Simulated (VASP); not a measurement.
Given:

```xyz
6
Lattice="1.5578 -2.6983 0.0000 1.5578 2.6983 0.0000 0.0000 0.0000 12.5135" Properties=species:S:1:pos:R:3 pbc="T T T"
W      1.5578     0.8994     3.1284
W      1.5578    -0.8994     9.3851
S      1.5578     0.8994    10.9369
S      1.5578    -0.8994     4.6801
S      1.5578    -0.8994     1.5766
S      1.5578     0.8994     7.8334
```

Method: PBEsol GGA, VASP's PBE PAW potentials (set 64) (plane waves; VASP 6.6.1). Settings: 520 eV cut-off, 8×8×2 Γ-centred mesh, Gaussian smearing of 0.050 eV, potentials W_sv S.

Without a dispersion term in the relaxation, distances and binding between the weakly bound layers, chains or molecules are unreliable, and so is what depends on them.

Q: The ions and cell shape at fixed volume are relaxed. Which structure does the run end with?

A: 
```xyz
6
Lattice="1.5695 -2.7185 0.0000 1.5695 2.7185 0.0000 0.0000 0.0000 12.3281" Properties=species:S:1:pos:R:3 pbc="T T T"
W      1.5695     0.9062     3.0820
W      1.5695    -0.9062     9.2461
S      1.5695     0.9062    10.8160
S      1.5695    -0.9062     4.6520
S      1.5695    -0.9062     1.5121
S      1.5695     0.9062     7.6762
```
Space group P6_3/mmc (194), at a tolerance of 0.03 Å.

Q: How much energy does the relaxation gain?

A: The energy (σ→0) changes by -7.5 meV/atom, in 7 ionic steps.

```
step  E(σ→0) (eV)  max force (eV/Å)  pressure (GPa)  volume (Å³)
----  -----------  ----------------  --------------  -----------
1        -50.4986             0.587            5.40       105.20
2        -50.5261             0.059            2.09       105.20
3        -50.5270             0.034            2.57       105.20
4        -50.5402             0.022            1.68       105.20
5        -50.5439             0.011            0.91       105.20
6        -50.5439             0.011            0.95       105.20
7        -50.5439             0.005            0.87       105.20
```

The compound is WS2 in the 2H layered structure. This cell is one point of a volume scan, at 0.97 of the reference volume. Symmetry was kept, so distortions that lower it aren't found.
